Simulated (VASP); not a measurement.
Be2Al5:

```
Be Al
1.0
     6.41056    0.00000    0.00000
     0.00000    6.41056    0.00000
     0.00000    0.00000    2.68806
Be Al
2 5
Direct
  0.50000 0.00000 0.00000
  0.00000 0.50000 0.00000
  0.79066 0.79066 0.50000
  0.20934 0.20934 0.50000
  0.20934 0.79066 0.50000
  0.79066 0.20934 0.50000
  0.50000 0.50000 0.50000
```

The cell was built by a generator and needn't be a form met in nature.

| Item | Value |
| --- | --- |
| Program | VASP 6.6.1 |
| Task | single point |
| Functional | PBE |
| Potentials or basis | VASP PAW PBE potentials, release 64 (Be, Al) |
| Cutoff | 520 eV |
| k mesh | 4 × 4 × 10 |
| Occupations | fermi-dirac, width 0.05 eV |
| Spin | no spin polarisation |

On this cell: pressure 0.1 GPa; largest force 0.056 eV/Å; band gap on the k mesh none (metal or under the smearing width).

The same run follows on a disturbed copy (atoms moved at random, drawn with an rms of 0.05 Å):

```
Be Al
1.0
     6.41056    0.00000    0.00000
     0.00000    6.41056    0.00000
     0.00000    0.00000    2.68806
Be Al
2 5
Direct
  0.50170 0.99379 0.99622
  0.00794 0.49708 0.00079
  0.78647 0.78419 0.49439
  0.21215 0.20791 0.48860
  0.20885 0.78734 0.51634
  0.79077 0.20699 0.48548
  0.50646 0.49893 0.50386
```

**Question.** What changes?

**Answer.** The energy (extrapolated to zero smearing) moves by +2.6 meV/atom; pressure 0.2 GPa; largest force 0.430 eV/Å; band gap on the k mesh none (metal or under the smearing width).

Forces in eV/Å, atoms in the order of the input:
```
Be  -0.039  0.023 -0.008
Be  -0.042 -0.012 -0.017
Al   0.336  0.268 -0.007
Al  -0.015 -0.067  0.004
Al  -0.072  0.068 -0.021
Al   0.138 -0.159  0.000
Al  -0.307 -0.122  0.049
```

Stress tensor (GPa, compression positive):
```
-0.69  0.38 -0.08
 0.38 -0.60  0.07
-0.08  0.07  1.95
```
